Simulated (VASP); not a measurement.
Energy against volume of Be (hcp). All values below come from r2SCAN meta-GGA, VASP's PBE PAW potentials (set 64) (plane waves; VASP 6.6.1). Settings: 520 eV cut-off, 18×18×10 Γ-centred mesh, first-order Methfessel-Paxton smearing of 0.10 eV, potentials Be.

Shape and ions are relaxed at each volume.

```json
[
 {"V (Å³/atom)": "7.681", "E (eV/atom)": "-4.33581"},
 {"V (Å³/atom)": "7.919", "E (eV/atom)": "-4.33857"},
 {"V (Å³/atom)": "8.157", "E (eV/atom)": "-4.33577"},
 {"V (Å³/atom)": "8.394", "E (eV/atom)": "-4.32808"}
]
```

Task: Fit these four points and predict the energy of the run at 7.444 Å³/atom.

Result: A cubic in V^(−2/3), the third-order Birch-Murnaghan form, passes through the four points with V0 = 7.91 Å³/atom and B0 = 125 GPa, and gives -4.3268 eV/atom there. The run gave -4.3267 eV/atom, +0.1 meV/atom from the fit; all five points give B0 = 125 GPa.

The compound is Be in the hcp structure. It was relaxed first.
